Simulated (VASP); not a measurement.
Consider the following.

```xyz
4
Lattice="3.5860 0.0000 0.0000 0.0000 3.5860 0.0000 0.0000 0.0000 4.0736" Properties=species:S:1:pos:R:3 pbc="T T T"
Sn     1.7930     0.0000     2.8941
Sn     0.0000     1.7930     1.1795
O      1.7930     1.7930     0.0000
O      0.0000     0.0000     0.0000
```

Level of theory: PBE GGA, VASP's PBE PAW potentials (set 64) (plane waves; VASP). Run with 620 eV cut-off, 9×9×8 Γ-centred mesh, first-order Methfessel-Paxton smearing of 0.10 eV, potentials Sn_d O.

Without a dispersion term in the relaxation, distances and binding between the weakly bound layers, chains or molecules are unreliable, and so is what depends on them.

Task: The ions, cell shape and volume at an external pressure of 30.0 GPa are relaxed. Give the cell that the relaxation ends in.

Result: 
```xyz
4
Lattice="3.5960 0.0000 0.0000 0.0000 3.5960 0.0000 0.0000 0.0000 4.0597" Properties=species:S:1:pos:R:3 pbc="T T T"
Sn     1.7980     0.0000     2.8858
Sn     0.0000     1.7980     1.1739
O      1.7980     1.7980     0.0000
O      0.0000     0.0000     0.0000
```
Space group P4/nmm (129), at a tolerance of 0.03 Å.

Task: How do energy and volume change from the first to the last step?

Result: The energy (σ→0) changes by -5.6 meV/atom and the volume by +0.2 %, in 7 ionic steps.

The compound is SnO in the litharge structure. This run relaxes it under an external pressure of 30 GPa. Symmetry was kept, so distortions that lower it aren't found.
